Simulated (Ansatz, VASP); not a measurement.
# YbI2 in two plane-wave programs, part 2 of 3

Wanted: the spread between two codes on one cell, functional and k mesh. Of the first pair: The cell is taken from a series of runs on this material, whose earlier steps may have relaxed, scaled, displaced or heated it; both programs get it as it stands.

VASP 6.6.1 and Ansatz 0.2.0.

So far: Starting point; VASP: relaxation of cell and atoms, PBEsol, DFT+U, pair 1.

**3. Ansatz: relaxation of cell and atoms, PBEsol, DFT+U, pair 1**

Level of this step: Ansatz beside VASP: Kohn-Sham DFT, plane waves, PBEsol, DFT+U (Ansatz).

Ansatz runs on its default PAW (the set named soft_2) files.

The same cell, functional, mesh and smearing now go to Ansatz, which takes its cutoff from its data sets.

input.yaml

```yaml
crystal:
  lattice:
    - [4.4183773029, 0.0, 0.0]
    - [-2.2091886515, 3.8264269878, 0.0]
    - [0.0, 0.0, 7.1288093104]
  atoms:
    - { symbol: Yb, position: [0.0, 0.0, 0.0] }
    - { symbol: I, position: [0.3333333333, 0.6666666667, 0.751014434] }
    - { symbol: I, position: [0.6666666667, 0.3333333333, 0.248985566] }
kpoints:
  mp_grid: { grid: [6, 6, 4] }
hamiltonian:
  xc: pbesol
  hubbard: { sites: [{ species: Yb, l: f, u_eff: 6.0 }] }
scf:
  occupations: { method: gaussian, width: 0.02 }
output:
  forces: true
  stress: true
  eigenvalues: true
relax:
  adjacent_minimum: "off"
  f_tol: 0.005
  max_steps: 80
  cell: { stress_tol: 0.05 }
```

Started as:

```
$ ansatz run input.yaml --threads 4 --pin off --max-ram 14336MiB --backend cpu --events-out ev --progress --plain --runs-dir out
```

Numbers of over 12 decimals in the logs are rounded to 6 here.

The log of the run:

```text
Yb: projections on atomic orbitals take those of the free atom [Kr 4d10] 4f14 5s2 5p6 5d0 6s2, of charge +0.00 (hamiltonian.pseudopotentials.projection_atoms); the dataset's partial waves leave at most 1.5e-4 of an orbital's norm unspanned inside its sphere
I: projections on atomic orbitals take those of the free atom [Kr] 4d10 5s2 5p5, of charge +0.00 (hamiltonian.pseudopotentials.projection_atoms); the dataset's partial waves leave at most 9.4e-6 of an orbital's norm unspanned inside its sphere
Engine: ansatz 0.2.0, aarch64-unknown-linux-gnu
Pseudopotentials: kind: paw
Pseudopotential: Yb, paw, valence charge 24, recommended cutoff 420 eV (normal), Yb.paw.azcp
Pseudopotential: I, paw, valence charge 17, recommended cutoff 420 eV (normal), I.paw.azcp
Functional definition: PBEsol
  exchange = pbesol_x
  correlation = pbesol_c
Crystal: 3 atoms, lattice volume = 120.524 Å³
Basis set: ecut = 420 eV, 2345 PW (Γ), exchange–correlation on 60×60×96 points (8 copies of the dense FFT grid, shifted against one another)
Bands: 35, of which v1, the nominal top of the filled ones, is band 29 counted from 1 (28 counted from 0)
Symmetry: 12 space group operations
Space group: P-3m1 (ITA 164), of the structure as read, at distance tolerance 4.9e-5 Å
k-points: 24 of 144
Non-local potential: Yb, projectors of the file, l = 0: 3, l = 1: 2, l = 2: 2, l = 3: 3
Non-local potential: I, projectors of the file, l = 0: 2, l = 1: 2, l = 2: 2, l = 3: 2
PAW form: soft (Blöchl's): semilocal exchange-correlation on the pseudo side does not see the compensation charge
PAW frozen core: Yb, regenerated for the run's functional, and the local potential with it (the file was generated under x = pbe(κ = 0.804, μ = 0.219515), c = pbe(β = 0.066725))
PAW frozen core: I, regenerated for the run's functional, and the local potential with it (the file was generated under x = pbe(κ = 0.804, μ = 0.219515), c = pbe(β = 0.066725))
PAW one-centre angular grid: Yb, 590 points (default); XC on 64 Gauss nodes
PAW one-centre angular grid: I, 590 points (default); XC on 64 Gauss nodes
Initial density: superposition of atomic densities (chi_scale 0.1, normalization cell)
Initial wavefunctions: pseudopotential atomic-orbital guess
Functional: x = pbesol(κ = 0.804, μ = 0.123457), c = pbesol(β = 0.046)
iter 1 solved again at ethr=2.39e-3 eV; its pass at ethr=3.10e-3 eV (dr2=1.39e0 eV) is discarded
SCF iter   1: F=—  HF=-28545.805342 eV  |F-HF|=—  |Δ(HF+E_count)|=         —  Δρ=3.25e-2  dr2=1.40e0  ethr=2.39e-3  ⟨swp⟩=1.0  Hψ=4349  notcnv=0
preconditioner: auto → Resta (q_TF=auto, 2.415 Å⁻¹)  ε∞=5.8  [insulator: Δε(μ)=3.279 eV  Ē_g=8.437 eV  σ=0.020 eV  W_gap=1.00  n_scr=34 (ndim 8)  ℏωp=18.5 eV  f_vac=0.143  D(μ)=0.00/eV (n_scr^D=0)  ε∞_Penn≈5.8]
SCF iter   2: F=—  HF=-28545.700837 eV  |F-HF|=—  |Δ(HF+E_count)|=   1.05e-1  Δρ=1.18e-2  dr2=1.69e-1  ethr=2.39e-3  ⟨swp⟩=4.0  Hψ=2084  notcnv=0  defer=1
SCF iter   3: F=—  HF=-28545.521489 eV  |F-HF|=—  |Δ(HF+E_count)|=   1.79e-1  Δρ=1.20e-2  dr2=2.28e-1  ethr=2.92e-4  ⟨swp⟩=3.2  Hψ=2135  notcnv=0  defer=36
SCF iter   4: F=—  HF=-28545.478119 eV  |F-HF|=—  |Δ(HF+E_count)|=   4.34e-2  Δρ=3.15e-3  dr2=2.23e-2  ethr=2.92e-4  ⟨swp⟩=3.0  Hψ=1897  notcnv=0  defer=36
SCF iter   5: F=—  HF=-28545.477978 eV  |F-HF|=—  |Δ(HF+E_count)|=   1.41e-4  Δρ=1.27e-3  dr2=3.10e-3  ethr=3.85e-5  ⟨swp⟩=2.5  Hψ=1632  notcnv=0  defer=36
SCF iter   6: F=—  HF=-28545.478154 eV  |F-HF|=—  |Δ(HF+E_count)|=   1.76e-4  Δρ=4.75e-4  dr2=2.87e-4  ethr=5.35e-6  ⟨swp⟩=2.0  Hψ=1285  notcnv=0  defer=36
SCF iter   7: F=—  HF=-28545.478326 eV  |F-HF|=—  |Δ(HF+E_count)|=   1.71e-4  Δρ=9.80e-5  dr2=1.86e-5  ethr=4.95e-7  ⟨swp⟩=2.0  Hψ=1470  notcnv=0  defer=36
SCF iter   8: F=—  HF=-28545.478374 eV  |F-HF|=—  |Δ(HF+E_count)|=   4.87e-5  Δρ=2.93e-5  dr2=1.66e-6  ethr=3.21e-8  ⟨swp⟩=2.2  Hψ=1379  notcnv=0  defer=36
SCF iter   9: F=—  HF=-28545.478380 eV  |F-HF|=—  |Δ(HF+E_count)|=   5.86e-6  Δρ=8.27e-6  dr2=1.85e-7  ethr=2.86e-9  ⟨swp⟩=2.1  Hψ=1157  notcnv=0  defer=36
SCF iter  10: F=-28545.478381 eV  HF=-28545.478381 eV  |F-HF|=2.83e-8  |Δ(HF+E_count)|=   6.20e-7  Δρ=2.36e-6  dr2=1.60e-8  ethr=1.72e-10  ⟨swp⟩=13.0  Hψ=4836  notcnv=0
SCF 1 converged in 10 iterations: F = -28545.478381 eV  dr2 = 1.60e-8
  greatest PAW one-centre occupation: 0.999 electrons in one spin orbital (limit 2), on the I atom at site 2 (counted from 0), in its partial waves of l = 2
relax step   1: F+E_penalty+E_count = -28545.47838101 eV  Δ(F+E_penalty+E_count) = +0.000e0 eV  max|allowed force component| = 3.740e-3 eV/Å  Δτ_max = 0.0000 Å  P = -0.035 GPa  Ω = 120.524 Å³  (10 SCF iters, dr2 threshold 1.00e-7 eV, accepted)
Initial density: handed on by an earlier stage of this run
Initial wavefunctions: pseudopotential atomic-orbital guess (no wavefunctions were taken with the density)
iter 1 solved again at ethr=6.47e-7 eV; its pass at ethr=3.10e-3 eV (dr2=3.75e-4 eV) is discarded
SCF iter   1: F=—  HF=-28545.478382 eV  |F-HF|=—  |Δ(HF+E_count)|=         —  Δρ=3.30e-6  dr2=2.04e-8  ethr=6.47e-7  ⟨swp⟩=3.3  Hψ=6131  notcnv=0
eigensolver tolerance schedule: the retry pair's looser diagonalisation over-reported the residual by 18342.94 of it (diagonalisation noise at an unbounded share of the residual, at the tolerance the schedule requests for it); recorded, not acted on — ethr = c·dr2/N_el stays at c = 1.0e-1
preconditioner: auto → Resta (q_TF=auto, 2.415 Å⁻¹)  ε∞=4.4  [insulator: Δε(μ)=2.933 eV  Ē_g=10.988 eV  σ=0.020 eV  W_gap=1.00  n_scr=34 (ndim 8)  ℏωp=20.3 eV  f_vac=0.174  D(μ)=0.00/eV (n_scr^D=0)  ε∞_Penn≈4.4]
SCF iter   2: F=—  HF=-28545.478381 eV  |F-HF|=—  |Δ(HF+E_count)|=   1.01e-6  Δρ=5.19e-6  dr2=3.11e-8  ethr=3.52e-11  ⟨swp⟩=4.0  Hψ=2665  notcnv=0
SCF iter   3: F=—  HF=-28545.478381 eV  |F-HF|=—  |Δ(HF+E_count)|=   1.32e-8  Δρ=1.73e-6  dr2=8.19e-9  ethr=3.52e-11  ⟨swp⟩=2.8  Hψ=1604  notcnv=0
SCF iter   4: F=—  HF=-28545.478381 eV  |F-HF|=—  |Δ(HF+E_count)|=   1.69e-8  Δρ=1.77e-6  dr2=4.14e-9  ethr=1.41e-11  ⟨swp⟩=2.3  Hψ=1545  notcnv=0
SCF iter   5: F=—  HF=-28545.478381 eV  |F-HF|=—  |Δ(HF+E_count)|=  3.78e-10  Δρ=9.40e-7  dr2=9.41e-10  ethr=7.14e-12  ⟨swp⟩=2.0  Hψ=1166  notcnv=0
SCF iter   6: F=—  HF=-28545.478381 eV  |F-HF|=—  |Δ(HF+E_count)|=  3.42e-10  Δρ=4.91e-7  dr2=2.60e-10  ethr=1.62e-12  ⟨swp⟩=2.0  Hψ=1434  notcnv=0
SCF iter   7: F=-28545.478381 eV  HF=-28545.478381 eV  |F-HF|=3.64e-12  |Δ(HF+E_count)|=  1.02e-10  Δρ=5.39e-8  dr2=4.86e-12  ethr=1.00e-12  ⟨swp⟩=6.1  Hψ=5837  notcnv=0
SCF 2 converged in 7 iterations: F = -28545.478381 eV  dr2 = 4.86e-12
relax step   2: F+E_penalty+E_count = -28545.47838102 eV  Δ(F+E_penalty+E_count) = -7.254e-9 eV  max|allowed force component| = 3.727e-3 eV/Å  Δτ_max = 0.0000 Å  P = -0.035 GPa  Ω = 120.524 Å³  stress off target by 4.49e-2 GPa  SCF on the basis re-selected at this cell (its energy is not comparable with the rows above)  (7 SCF iters)
basis re-selected at this cell: Δ(F+E_penalty+E_count) = -7.254e-9 eV, ΔP = +0.000 GPa vs the last step (what re-selecting the basis moved, of the pressure what is left beyond the Pulay correction that the steps carried, after the strain that the cell walked since its last selection, with what the two solves' SCF thresholds leave and, on support functions, any second-order correction that the steps lacked; it is no m [...]
SCF converged after 7 iterations
Free energy (F): -28545.478381 eV
Harris-Foulkes:  -28545.478381 eV  (|F-HF|=3.64e-12)
Internal energy: -28545.478381 eV  (E = F + TS)
E sigma→0 (E₀):  -28545.478381 eV
Fermi energy:    7.428349 eV
--- Per-component energies (eV) ---
  E_band       = -840.467061
  E_kinetic    = 730.450307
  E_local      = -11924.684922  (includes V_loc(G=0)·N_el)
  E_nonlocal   = 393.970488
  E_hartree    = 5597.702744
  E_xc         = -414.557101
  E_vxc        = -457.254471  (∫ρ·V_xc dr)
  E_hubbard    = 0.059727  (on-site DFT+U / exact-exchange correction)
  E_vhub       = -41.820715  (the Hubbard potential's part of the band-sum identity)
  E_paw        = -16720.443725  (= ΣΔE_a)
  E_vpaw       = -736.533221  (= ΣTr[D̂ρ^β])
  E_aug_tail   = 0.000019  (compensation charges beyond the density's cutoff)
  E_ewald      = -6209.929398
  E_core_change = 1.953478  (= ΣΔE_core)
  E_smearing   = -0.000000  (= −TS)
  E_closure    = -0.000000  (closes the sum)
  Σ components = -28545.478381   (vs F -28545.478381, Δ=0.00e0)
--- Forces (eV/Å), atoms counted from 1 ---
  atom   1  Yb     0.00000000     0.00000000     0.00000000
  atom   2  I      0.00000000     0.00000000     0.00372739
  atom   3  I      0.00000000    -0.00000000    -0.00372739
  max |Σ_I F_I| component: 2.89e-19 eV/Å
--- Stress (GPa, compression-positive) ---
       -0.030217      -0.000000       0.000000
       -0.000000      -0.030217       0.000000
        0.000000       0.000000      -0.044881
  P = ⅓ Tr σ = -0.0351 GPa (-0.351 kbar)
--- Band table (eV; the first three rows and the last of 24) ---
  k-point 0: bands = [... 25 lower, 5.5176, 5.9314, 5.9314, 5.9620, 9.3120, 10.3175, 10.3175, 10.3381, ... 2 higher]
  k-point 1: bands = [... 25 lower, 5.5176, 5.7732, 5.9065, 5.9065, 9.6563, 10.2811, 10.2811, 10.4959, ... 2 higher]
  k-point 2: bands = [... 25 lower, 5.5176, 5.6747, 5.8823, 5.8823, 9.7687, 10.2461, 10.2461, 10.8674, ... 2 higher]
  k-point 23: bands = [... 25 lower, 5.4904, 5.5103, 5.5364, 5.5364, 10.5941, 10.5941, 10.8035, 12.2228, ... 2 higher]
Occupation matrices written to <dir>
--- Relaxed structure (1 steps of the walk, 1 accepted, 1 SCFs on fresh bases) ---
  F+E_penalty+E_count = -28545.47838102 eV   max|allowed force component| = 3.727e-3 eV/Å   (the final SCF, on the basis selected at the relaxed cell)
  cell:  # Å, volume = 120.5239 Å³
    - [4.418377, 2.886768410179267e-11, 0.0]
    - [-2.209189, 3.826427, 0.0]
    - [0.0, 0.0, 7.1288093104]
  atoms:
    - { symbol: Yb, position: [0.0, 0.0, 0.0] }
    - { symbol: I, position: [0.333333, 0.666667, 0.751014434] }
    - { symbol: I, position: [0.666667, 0.333333, 0.248986] }
```

**4. Differences**

Known differences besides the potentials themselves: U acts on the PAW sphere in VASP and on atomic orbitals in Ansatz, so only states and trends compare; the data sets hold 58 valence electrons in Ansatz (on its default PAW (the set named soft_2) files) and 38 in VASP; the cutoff is 420 eV in Ansatz and 600 eV in VASP; Ansatz makes its cores anew for this functional, VASP keeps those of its PBE data sets; Ansatz adds a Pulay correction to the stress that steers its cell, VASP none. Total energies have different zeros and are not compared.

Both answers:

| quantity | Ansatz | VASP | difference |
| --- | --- | --- | --- |
| volume (Å³) | 120.52 | 120.08 | +0.37 % |
| edge a after relaxation, in the typed setting (Å) | 4.418 | 4.414 | +0.10 % |
| edge c after relaxation, in the typed setting (Å) | 7.129 | 7.117 | +0.17 % |

VASP's last cycles still show a density residual of 4e-03, so its state may not be settled.

**5. Ansatz: relaxation of cell and atoms, PBEsol, DFT+U, pair 2**

The relaxed volume is the usual yardstick between codes: in a stiff, nearly cubic crystal its relative difference is about their pressure difference at one cell divided by the bulk modulus. Its start cell is another than that of the pair before, and may be another structure of the material.

The two relaxations start from unlike cells of this crystal (the structure described is Ansatz's start), so only their ends are compared.

input.yaml, the sections that differ from step 3:

```yaml
crystal:
  lattice:
    - [4.4956981404, 0.0, 0.0]
    - [-2.2478490702, 3.8933887973, 0.0]
    - [0.0, 0.0, 7.697032]
  atoms:
    - { symbol: Yb, position: [0.0, 0.0, 0.0] }
    - { symbol: I, position: [0.33333333, 0.66666667, 0.769119] }
    - { symbol: I, position: [0.66666667, 0.33333333, 0.230881] }
output:
  forces: true
  stress: true
  eigenvalues: true
  write_density: true
  write_potential: true
  elf: true
  volumetric_format: npy
# kpoints, hamiltonian, scf, relax: as in step 3
```

The log of the run:

```text
[...]
Crystal: 3 atoms, lattice volume = 134.725 Å³
Basis set: ecut = 420 eV, 2623 PW (Γ), exchange–correlation on 64×64×108 points (8 copies of the dense FFT grid, shifted against one another)
Bands: 35, of which v1, the nominal top of the filled ones, is band 29 counted from 1 (28 counted from 0)
Symmetry: 12 space group operations
[...]
k-points: 24 of 144
[...]
Occupation matrices written to <dir>
--- Relaxed structure (9 steps of the walk, 8 accepted, 1 SCFs on fresh bases) ---
[...]
cell:  # Å, volume = 120.5239 Å³
    - [4.418377, 0.0, 0]
    - [-2.209189, 3.826427, 0]
    - [0, 0, 7.128809]
  atoms:
    - { symbol: Yb, position: [0, 0, 0] }
    - { symbol: I, position: [0.333333, 0.666667, 0.751014] }
    - { symbol: I, position: [0.666667, 0.333333, 0.248986] }
[key lines of the parts left out:]
SCF converged after 7 iterations
Free energy (F): -28545.478381 eV
Fermi energy:    7.428351 eV
P = ⅓ Tr σ = -0.0351 GPa (-0.351 kbar)
```

**6. VASP: relaxation of cell and atoms, PBEsol, DFT+U, pair 2**

Its own start cell and the same functional, mesh and smearing now go to VASP, with its own data sets.

INCAR

```
SYSTEM = YbI2
PREC = Accurate
ENCUT = 600
EDIFF = 1E-07
NELM = 200
ISMEAR = 0
SIGMA = 0.02
LREAL = .FALSE.
ALGO = Normal
GGA = PS
NBANDS = 25
LDAU = .TRUE.
LDAUTYPE = 2
LDAUL = 3 -1
LDAUU = 6 0
LDAUJ = 0 0
LDAUPRINT = 1
LASPH = .TRUE.
LMAXMIX = 6
LORBIT = 11
LWAVE = .FALSE.
LCHARG = .FALSE.
ISIF = 3
IBRION = 2
NSW = 80
EDIFFG = -0.005
GGA_COMPAT = .FALSE.
NELMIN = 4
EFERMI = MIDGAP
KPAR = 2
```

POSCAR

```
YbI2
1.0
    4.4172411608      0.0000000000      0.0000000000
   -2.2086205804      3.8254433669      0.0000000000
    0.0000000000      0.0000000000      7.0931365561
Yb I
1 2
Direct
    0.0000000000      0.0000000000      0.0000000000
    0.3333333761      0.6666667523      0.7508360105
    0.6666666239      0.3333332477      0.2491639895
```

KPOINTS

```
Automatic mesh
0
Gamma
6 6 4
0 0 0
```

PAW data sets: Yb and I (PBE family, release 64).

Started as:

```
$ mpirun -np 2 vasp_std
```

The log of the run:

```text
[banner, memory and clock lines left out]
running    2 mpi-ranks, on    1 nodes
[...]
[... a notice as in an earlier step ...]

 LDA part: xc-table for (Slater+PW92), standard interpolation
 POSCAR, INCAR and KPOINTS ok, starting setup
[...]
entering main loop
       N       E                     dE             d eps       ncg     rms          rms(c)
DAV:   1     0.301831101970E+03    0.30183E+03   -0.15376E+04  1745   0.942E+03
DAV:   2     0.434189704062E+02   -0.25841E+03   -0.24946E+03  1737   0.969E+02
DAV:   3    -0.689827863174E+01   -0.50317E+02   -0.49967E+02  1775   0.193E+02
DAV:   4    -0.106802478561E+02   -0.37820E+01   -0.37646E+01  1949   0.488E+01
[...]
DAV:  31    -0.113474457159E+02    0.56901E-06   -0.13179E-06  1716   0.609E-02    0.629E-02
DAV:  32    -0.113474455195E+02    0.19642E-06   -0.10104E-06  1770   0.353E-02    0.219E-02
DAV:  33    -0.113474455670E+02   -0.47548E-07   -0.25529E-07  1446   0.349E-03
   1 F= -.11347446E+02 E0= -.11347446E+02  d E =-.113474E+02
[...]
N       E                     dE             d eps       ncg     rms          rms(c)
DAV:   1    -0.113478022109E+02   -0.35669E-03   -0.25738E-03  2166   0.317E+00    0.114E+00
DAV:   2    -0.113475183199E+02    0.28389E-03   -0.34951E-03  1495   0.276E+00    0.584E-01
DAV:   3    -0.113474630230E+02    0.55297E-04   -0.40391E-04  1774   0.785E-01    0.183E-01
DAV:   4    -0.113474560421E+02    0.69809E-05   -0.48029E-05  2006   0.103E-01    0.236E-01
DAV:   5    -0.113474523487E+02    0.36934E-05   -0.16441E-05  2320   0.820E-02    0.212E-01
DAV:   6    -0.113474497606E+02    0.25881E-05   -0.17173E-05  2192   0.173E-01    0.795E-02
DAV:   7    -0.113474504542E+02   -0.69361E-06   -0.60500E-06  2314   0.393E-02    0.757E-02
DAV:   8    -0.113474506555E+02   -0.20134E-06   -0.10341E-06  2079   0.640E-03    0.784E-02
DAV:   9    -0.113474506361E+02    0.19480E-07   -0.55115E-08  1118   0.210E-03
   2 F= -.11347451E+02 E0= -.11347451E+02  d E =-.506904E-05
 trial-energy change:   -0.000005  1 .order   -0.000004   -0.000012    0.000004
 step:   0.8101(harm=  0.7584)  dis= 0.00016  next Energy=   -11.347451 (dE=-0.543E-05)
 reached required accuracy - stopping structural energy minimisation
```

Parts of OUTCAR (step 6):

```text
  Total       -0.0147724     -0.0147724     -0.0033856      0.0000000     -0.0000000      0.0000000
  in kB       -0.1973519     -0.1973519     -0.0452305      0.0000000     -0.0000000      0.0000000
  external PRESSURE =      -0.1466448 kB  Pullay stress =       0.0000000 kB

 POSITION                                       TOTAL-FORCE (eV/Angst)
 -----------------------------------------------------------------------------------
      0.00000     -0.00000      0.00000        -0.000000      0.000000      0.000000
     -0.00000      2.55052      5.32767        -0.000000      0.000000     -0.000206
      2.20882      1.27526      1.76825         0.000000      0.000000      0.000206
 -----------------------------------------------------------------------------------
    total drift:                                0.000000     -0.000000      0.000000

  FREE ENERGIE OF THE ION-ELECTRON SYSTEM (eV)
  ---------------------------------------------------
  free  energy   TOTEN  =       -11.3474506361 eV

  energy  without entropy=      -11.3474506361  energy(sigma->0) =      -11.34745064

[... 2 parts as in an earlier step ...]

[... 2 further parts left out ...]
[key lines of the parts left out:]
E-fermi :   3.3936
```

**7. Comparison**

What differs besides the data sets and the points named for the pairs above, as far as they apply: the data sets hold 58 valence electrons in Ansatz (on its default PAW (the set named soft_2) files) and 38 in VASP. Total energies have different zeros and are not compared.

Compared:

| quantity | Ansatz | VASP | difference |
| --- | --- | --- | --- |
| volume (Å³) | 120.52 | 119.93 | +0.50 % |
| edge a after relaxation, in the typed setting (Å) | 4.418 | 4.418 | +0.02 % |
| edge c after relaxation, in the typed setting (Å) | 7.129 | 7.096 | +0.46 % |

VASP's last cycles still show a density residual of 8e-03, so its state may not be settled.

[end of part 2 of 3]

[Lines on the potential files, build, host, timing and source positions are cut from VASP's logs without a mark.]

[Logs are printed without paths, hosts, clocks, repeated set-up lines and the standing remarks that a program may print on its own settings, such as how far it seeks lower states.]

[Hosts, paths, dates, database ids (printed as entryN), source tags and the programs' standing remarks are cut or masked in the printed files.]
